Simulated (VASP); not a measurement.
## Bulk modulus of hcp metals: LDA against PBE

VASP (plane waves, PAW); cells keep the symmetry of their structure type. Static lattice, from a third-order Birch-Murnaghan fit over five volumes at each level.

Here x stands for PBE B0 and y for LDA B0.

| solid | PBE B0 (GPa) | LDA B0 (GPa) | cut-off (eV) |
|---|---|---|---|
| Tl | 26.5 | ? | 520 |
| Y | 40.7 | 43.9 | 520 |
| Sc | 54.4 | 62.4 | 520 |
| Zn | 71.7 | 101.1 | 520 |
| Tc | 300.7 | 341.4 | 520 |
| Ru | 312.5 | 366.6 | 520 |

Task: Using a straight line, estimate the missing y at x = 26.5 from the other rows, showing the fit.

Result: With u = x - 156, the rows have u = -115.30, -101.60, -84.30, 144.70, 156.50. Means: u 0, y 183.08. About the means, the sum of products is 86849 and the sum of squares of u is 76153; the slope is their ratio. Least squares gives y = 183.08 + 1.14045·u. Residuals (row less fit): -7.69, -4.81, 14.16, -6.70, 5.04; standard error 10.85 (degrees of freedom: 3). The slope is 1.14 with a standard error of 0.039. At the withheld row, u = -129.50, so y = 183.08 + 1.14045 × (-129.50) = 35.39 GPa. The calculation gives 40.9 GPa, 5.51 GPa above the prediction (1.7 % of the range of y in the table). The row lies outside the fitted rows, so this is an extrapolation. From the scatter of the fitted rows alone, a prediction at this place has a standard error of 12.93 GPa, so the miss is 0.4 times that.

The rows are a random draw from the solids of this series computed here; series whose standard error about the line passes 12 to 30 % of the range of y, or with no trend, aren't shown in this form.
